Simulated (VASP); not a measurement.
Data:

```yaml
crystal:
  lattice:
    - [0.00000, 2.73427, 2.73427]
    - [2.73427, 0.00000, 2.73427]
    - [2.73427, 2.73427, 0.00000]
  atoms:
    - { symbol: Si, position: [0.00000, 0.00000, 0.00000] }
    - { symbol: Si, position: [0.25000, 0.25000, 0.25000] }
```

These are HSEsol screened hybrid, VASP's PBE PAW potentials (set 64) (plane waves; VASP 6.6.1) values and carry that method's errors. Numerical set-up: 520 eV cut-off, 6×6×6 Γ-centred mesh, Gaussian smearing of 0.050 eV, potentials Si.

The path is coarsely sampled, so an indirect gap can come out somewhat too large.

Give the energies of bands 2 to 7 at the high-symmetry points, in eV from the valence-band maximum.

| band | Γ | X | U | L | W |
|---|---|---|---|---|---|
| 2 | 0.00 | -8.62 | -7.96 | -7.65 | -8.44 |
| 3 | 0.00 | -3.09 | -4.63 | -1.30 | -4.14 |
| 4 | 0.00 | -3.09 | -2.62 | -1.30 | -4.14 |
| 5 | 3.30 | 1.26 | 1.79 | 2.12 | 5.00 |
| 6 | 3.30 | 1.26 | 4.88 | 4.12 | 5.00 |
| 7 | 3.30 | 11.28 | 8.53 | 4.12 | 5.87 |

The gap is indirect, 1.16 eV, from the valence maximum at Γ to the conduction minimum at Γ-X at 0.75.

The compound is Si in the diamond structure. It was relaxed first. The cell's shape comes from a PBE relaxation.
